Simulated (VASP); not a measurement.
All values below come from optB88-vdW, VASP's PBE PAW potentials (set 64) (plane waves; VASP).

A VASP calculation is set up with these files.

### INCAR
```
SYSTEM = CoSi2
PREC = Accurate; ENCUT = 520; LREAL = F
LASPH = T; ICHARG = 11
EDIFF = 1E-7; NELM = 100; ALGO = Normal
LMAXMIX = 4
ISMEAR = 0; SIGMA = 0.05
GGA = BO; LUSE_VDW = T; AGGAC = 0.0
PARAM1 = 0.1833333333; PARAM2 = 0.22
LWAVE = F; LCHARG = F; LORBIT = 11
```

File KPOINTS:
```
k-points along high-symmetry lines
15
Line-mode
Reciprocal
  0.000000   0.000000   0.000000 ! GAMMA
  0.500000   0.000000   0.500000 ! X

  0.500000   0.000000   0.500000 ! X
  0.625000   0.250000   0.625000 ! U

  0.375000   0.375000   0.750000 ! K
  0.000000   0.000000   0.000000 ! GAMMA

  0.000000   0.000000   0.000000 ! GAMMA
  0.500000   0.500000   0.500000 ! L

  0.500000   0.500000   0.500000 ! L
  0.500000   0.250000   0.750000 ! W

  0.500000   0.250000   0.750000 ! W
  0.500000   0.000000   0.500000 ! X
```

**POSCAR**
```
CoSi2
1
    0.0000000000     2.6865298205     2.6865298205
    2.6865298205     0.0000000000     2.6865298205
    2.6865298205     2.6865298205     0.0000000000
Co Si
1 2
Direct
  0.0000000000   0.0000000000   0.0000000000
  0.2500000000   0.2500000000   0.2500000000
  0.7500000000   0.7500000000   0.7500000000
```

POTCAR, in this order: Co Si (PBE.64 set). Program: vasp_std. Read from the step before: CHGCAR.

What VASP printed:

File OSZICAR:
```
       N       E                     dE             d eps       ncg     rms          rms(c)
DAV:   1     0.754483775555E+02    0.75448E+02   -0.71599E+03  2160   0.136E+03
DAV:   2    -0.957828626403E+01   -0.85027E+02   -0.79830E+02  2216   0.256E+02
DAV:   3    -0.134175025926E+02   -0.38392E+01   -0.36839E+01  2776   0.626E+01
DAV:   4    -0.135023947130E+02   -0.84892E-01   -0.84432E-01  2672   0.826E+00
DAV:   5    -0.135049269750E+02   -0.25323E-02   -0.25311E-02  2848   0.152E+00
DAV:   6    -0.135050479349E+02   -0.12096E-03   -0.12096E-03  3148   0.283E-01
DAV:   7    -0.135050491346E+02   -0.11998E-05   -0.11997E-05  2920   0.255E-02
DAV:   8    -0.135050491805E+02   -0.45898E-07   -0.45523E-07  2244   0.370E-03
   1 F= -.13505049E+02 E0= -.13504556E+02  d E =-.987156E-03
```

File OUTCAR:
```
 val. band max:       10.5813373769   @ k =   0.0804   0.0804   0.1607

 cond. band min:      10.7151487684   @ k =   0.2143   0.2143   0.4286



 k-point     1 :       0.0000    0.0000    0.0000
  band No.  band energies     occupation
      1      -3.1158      2.00000
      2       5.8650      2.00000
      3       5.8650      2.00000
      4       5.8650      2.00000
      5       8.0183      2.00000
      6       8.0184      2.00000
      7      10.4281      2.00000
      8      13.2623      0.00000
      9      13.2623      0.00000
     10      13.2625      0.00000
     11      13.4313      0.00000
     12      13.4313      0.00000

 k-point     2 :       0.0357    0.0000    0.0357
  band No.  band energies     occupation
      1      -3.0902      2.00000
      2       5.8135      2.00000
      3       5.8662      2.00000
      4       5.8662      2.00000
      5       7.9959      2.00000
      6       8.0248      2.00000
      7      10.4691      1.99963
      8      12.6985      0.00000
      9      12.6985      0.00000
     10      13.3138      0.00000
     11      13.3301      0.00000
     12      14.0305      0.00000

 k-point     3 :       0.0714    0.0000    0.0714
  band No.  band energies     occupation
      1      -3.0135      2.00000
      2       5.6691      2.00000
      3       5.8700      2.00000
      4       5.8700      2.00000
      5       7.9272      2.00000
      6       8.0440      2.00000
      7      10.5784      1.36247
      8      12.0948      0.00000
      9      12.0948      0.00000
     10      13.0113      0.00000
     11      13.4715      0.00000
     12      14.7311      0.00000

 k-point     4 :       0.1071    0.0000    0.1071
  band No.  band energies     occupation
      1      -2.8860      2.00000
      2       5.4562      2.00000
      3       5.8773      2.00000
      4       5.8773      2.00000
      5       7.8087      2.00000
      6       8.0751      2.00000
      7      10.7239      0.00027
...
```

The density is held fixed in this step, so its total energy and stress have no physical meaning.

The compound is CoSi2 in the fluorite structure. It was relaxed first. The run is not spin-polarised, so no magnetic state was tried. The electron count is odd and the run is not spin-polarised, which forces a metal.
